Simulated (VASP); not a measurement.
Data:

```
CELL_PARAMETERS angstrom
      0.00000     2.11568     2.11568
      2.11568     0.00000     2.11568
      2.11568     2.11568     0.00000
ATOMIC_POSITIONS crystal
  O  0.00000 0.00000 0.00000
  Fe 0.50000 0.50000 0.50000
```
Starting moments (μB, in the order of the record's atoms O Fe): 0.0 4.0.

All values below come from PBE GGA, VASP's PBE PAW potentials (set 64) (plane waves; VASP). Settings: 400 eV cut-off, 11×11×11 Γ-centred mesh, Gaussian smearing of 0.20 eV, potentials O Fe.

At this cut-off the stress carries a Pulay error, which pulls relaxed volumes low. Energy and stress use the plane-wave basis of the starting cell. The moments were started parallel, and other spin orders were not tried in this run.

The ions, cell shape and volume are relaxed. What does this cell relax into?

```
CELL_PARAMETERS angstrom
      0.00000     2.13246     2.13246
      2.13246     0.00000     2.13246
      2.13246     2.13246     0.00000
ATOMIC_POSITIONS crystal
  O  0.00000 0.00000 0.00000
  Fe 0.50000 0.50000 0.50000
```
Space group Fm-3m (225), at a tolerance of 0.03 Å. The cell ends with 4.00 μB, on the sites 0.31 3.61 μB.

How do energy and volume change from the first to the last step?

The energy (σ→0) changes by -4.1 meV/atom and the volume by +2.4 %, in 3 ionic steps.

The structure was generated: FeO was put into an ordered model structure, which need not be its known phase. This run relaxes it. Symmetry was kept, so distortions that lower it aren't found. The run is one of a series of settings (EDIFFG = -0.01, IBRION = 2, ISIF = 3, NSW = 50 against the base run), some of them coarse on purpose.
